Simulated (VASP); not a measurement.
```
CuZn
1.0
    2.90691     0.00000     0.00000
    0.00000     2.90691     0.00000
    0.00000     0.00000     2.90691
Zn Cu
1 1
Direct
  0.50000   0.50000   0.50000
  0.00000   0.00000   0.00000
```

Level of theory: PBEsol GGA, VASP's PBE PAW potentials (set 64) (plane waves; VASP). Numerical set-up: 400 eV cut-off, 11×11×11 Γ-centred mesh, first-order Methfessel-Paxton smearing of 0.10 eV, potentials Zn Cu.

Predict the energy per atom (σ→0), band gap (on the k-mesh) with the smallest direct gap where there is one.

* **band gap (on the k-mesh)**: none (metal, semimetal or under 0.01 eV)
* **energy per atom (σ→0)**: -3.050 eV/atom

The compound is CuZn in the CsCl type structure. It was relaxed first. The start is the result of an earlier pass. The electron count is odd and the run is not spin-polarised, which forces a metal.
